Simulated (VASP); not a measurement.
# PtAl2: stress against strain

PtAl2 (fluorite, Fm-3m, 17.065 Å³/atom and stress up to 0.07 GPa in the relaxed cell, cube axes along x, y and z) under an equal strain ε along x and y, with z held. PBEsol in VASP (plane waves, PAW), 480 eV, 14×14×14 Γ-centred mesh, Methfessel-Paxton smearing 0.10 eV; ions are relaxed, or left where forces stay under 0.02 eV/Å, within the symmetry of each cell. Stress is positive for a compressed cell.

Here s stands for strain and y for stress xx.

| strain (%) | stress xx (GPa) |
|---|---|
| -2.00 | ? |
| -1.00 | 3.25 |
| -0.50 | 1.62 |
| 0.00 | 0.07 |
| 0.50 | -1.41 |
| 1.00 | -2.82 |

### Question
Fit y against s with a straight line, and predict the withheld value at s = -2.00.

### Answer
Means: s 0, y 0.142. About the means, the sum of products is -7.5850 and the sum of squares of s is 2.5000; the slope is their ratio. Least squares gives y = 0.142 - 3.0340·s. Residuals (row less fit): 0.074, -0.039, -0.072, -0.035, 0.072; standard error 0.079 (degrees of freedom: 3). The slope gives the elastic constants C11 + C12 = about 300 GPa. At the withheld row, y = 0.142 - 3.0340 × (-2.0) = 6.210 GPa. The calculation gives 6.73 GPa, 0.520 GPa above the prediction (5.4 % of the range of y in the table). The row lies outside the fitted rows, so this is an extrapolation. From the scatter of the fitted rows alone, a prediction at this place has a standard error of 0.132 GPa, so the miss is 3.9 times that.

A polynomial of degree 2 through the 6 other runs of the series gives 6.73 there, so most of the miss is curvature that the fit leaves out. In a metal these values are sensitive to mesh and smearing; energies are taken to zero smearing, stresses follow the free energy. The runs aren't spin-polarised. Spin-orbit coupling is left out, which can shift these values for the heavy elements here. Rows are the converged runs of the series near zero and its far end, less any whose ions stayed unrelaxed beside relaxed ones; series whose fitted rows scatter by over a few per cent of the range, as at a crossing or softening among them, aren't shown in this form. Most that stay on the fit to the last digits aren't either.
